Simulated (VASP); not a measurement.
Here is the system:

```
CELL_PARAMETERS angstrom
      4.69327    -8.12898     0.00000
      4.69327     8.12898     0.00000
      0.00000     0.00000    10.01920
ATOMIC_POSITIONS crystal
  Al 0.22129 0.11121 0.24478
  Al 0.11048 0.22352 0.99935
  Al 0.21637 0.10775 0.75207
  Al 0.11073 0.22607 0.50265
  Al 0.22196 0.44453 0.24909
  Al 0.11112 0.55559 0.00035
  Al 0.22294 0.44506 0.75040
  Al 0.11100 0.55538 0.49972
  Al 0.22224 0.77807 0.24909
  Al 0.11013 0.88704 0.99928
  Al 0.22157 0.77661 0.75140
  Al 0.11062 0.88423 0.50307
  Al 0.55638 0.11121 0.24482
  Al 0.44460 0.22268 0.99952
  Al 0.55799 0.10774 0.75213
  Al 0.55688 0.44712 0.24847
  Al 0.44403 0.55670 0.00162
  Al 0.55769 0.44870 0.75378
  Al 0.44479 0.55809 0.49998
  Al 0.55614 0.77961 0.24964
  Al 0.44347 0.88712 0.99931
  Al 0.55648 0.77754 0.75024
  Al 0.44020 0.88423 0.50307
  Al 0.88933 0.11214 0.24873
  Al 0.77966 0.22357 0.99935
  Al 0.88874 0.11092 0.75066
  Al 0.78192 0.22607 0.50266
  Al 0.88913 0.44452 0.24909
  Al 0.77922 0.55667 0.00161
  Al 0.88877 0.44502 0.75037
  Al 0.77984 0.55807 0.49995
  Al 0.89005 0.77966 0.24966
  Al 0.77786 0.88917 0.00016
  Al 0.88775 0.77757 0.75026
  Al 0.77887 0.89122 0.50001
  N  0.19214 0.09580 0.43246
  N  0.11104 0.22363 0.18944
  N  0.22138 0.11076 0.94413
  N  0.11126 0.22277 0.69217
  N  0.22474 0.44521 0.44126
  N  0.11112 0.55569 0.19184
  N  0.22305 0.44549 0.94109
  N  0.11084 0.55501 0.69075
  N  0.22166 0.77677 0.44124
  N  0.11114 0.88826 0.18943
  N  0.22186 0.77714 0.94135
  N  0.11048 0.88753 0.69265
  N  0.57020 0.09586 0.43250
  N  0.44563 0.22477 0.19451
  N  0.55599 0.11081 0.94412
  N  0.44405 0.22142 0.72138
  N  0.44452 0.55623 0.19290
  N  0.55640 0.44622 0.94523
  N  0.44573 0.55488 0.68942
  N  0.55629 0.77959 0.44143
  N  0.44359 0.88827 0.18951
  N  0.55579 0.77754 0.94106
  N  0.44360 0.88742 0.69267
  N  0.88971 0.11295 0.44072
  N  0.77903 0.22365 0.18943
  N  0.88884 0.11112 0.94089
  N  0.77808 0.22271 0.69213
  N  0.88708 0.44526 0.44123
  N  0.77833 0.55626 0.19291
  N  0.88910 0.44554 0.94110
  N  0.77581 0.55491 0.68937
  N  0.88984 0.77960 0.44139
  N  0.77815 0.88971 0.19159
  N  0.88825 0.77748 0.94106
  N  0.77811 0.88959 0.69104
  O  0.57096 0.47535 0.43311
```
Cell charge +1.

These are HSE06 screened hybrid, VASP's PBE PAW potentials (set 64) (plane waves; VASP 6.6.1) values and carry that method's errors. Numerical set-up: PREC = Normal, LREAL = Auto, ISYM = 0, NELECT = 285.0, EDIFF = 1E-5, 400 eV cut-off, 1×1×1 Γ-centred mesh, Gaussian smearing of 0.050 eV, potentials Al N O. Starting moments (MAGMOM): 71*0.0423. The cell's moment is fixed (NUPDOWN = 3).

The cell is charged, with a uniform compensating background. The supercell is sampled at Γ alone, which is coarse: total energies, pressure and levels can be off, energies of defects by several tenths of an eV.

Q: Predict the cell moment, energy per atom (σ→0).

A: 
| Item | Value |
|---|---|
| cell moment | 3.00 μB |
| energy per atom (σ→0) | -8.744 eV/atom |

Q: Give the moment on each site (PAW-sphere projection).

A: 
```
site  moment (μB)
----  -----------
Al1         -0.01
Al2          0.00
Al3         -0.01
Al4         -0.01
Al5          0.00
Al6          0.00
Al7          0.00
Al8          0.00
Al9          0.00
Al10         0.00
Al11         0.00
Al12        -0.01
Al13        -0.01
Al14         0.00
Al15        -0.01
Al16         0.00
Al17         0.00
Al18        -0.01
Al19         0.00
Al20         0.00
Al21         0.00
Al22         0.00
Al23        -0.01
Al24         0.00
Al25         0.00
Al26         0.00
Al27        -0.01
Al28         0.00
Al29         0.00
Al30         0.00
Al31         0.00
Al32         0.00
Al33         0.00
Al34         0.00
Al35         0.00
N36          0.55
N37          0.01
N38          0.04
N39          0.00
N40          0.00
N41          0.00
N42          0.00
N43          0.00
N44          0.00
N45          0.01
N46          0.00
N47          0.00
N48          0.55
N49          0.02
N50          0.04
N51          0.53
N52          0.00
N53          0.03
N54          0.00
N55          0.04
N56          0.01
N57          0.00
N58          0.00
N59          0.06
N60          0.01
N61          0.00
N62          0.00
N63          0.00
N64          0.00
N65          0.00
N66          0.00
N67          0.04
N68          0.00
N69          0.00
N70          0.00
O71          0.03
```

The absolute energy has meaning only against runs of the same code, potentials and settings.

The cell is a supercell with a defect, built from AlN (wurtzite): O_N-vac_Al, charge +1. The cell's shape comes from a PBE relaxation.
